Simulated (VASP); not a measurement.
Input:

```
CELL_PARAMETERS angstrom
      0.00000     2.25223     2.25223
      2.25223     0.00000     2.25223
      2.25223     2.25223     0.00000
ATOMIC_POSITIONS crystal
  Na 0.00000 0.00000 0.00000
  F  0.50000 0.50000 0.50000
```

Level of theory: LDA (Ceperley-Alder, Perdew-Zunger), VASP's LDA PAW potentials (set 64) (plane waves; VASP). Numerical set-up: 520 eV cut-off, 11×11×11 Γ-centred mesh, tetrahedra with Blöchl corrections, potentials Na_pv F.

Q: The job: NaF (rock salt), 2 atoms, LDA, static run, 520 eV, 11×11×11 Γ-centred mesh. Roughly how much core time does it take on a busy server core?

A: About 4 core-seconds (one run on a shared machine, a rough figure). It had 56 irreducible k-points, 11 bands, up to 626 plane waves and 13 electronic steps.

The compound is NaF in the rock salt structure. It was relaxed first, which changed the volume by -8 %.
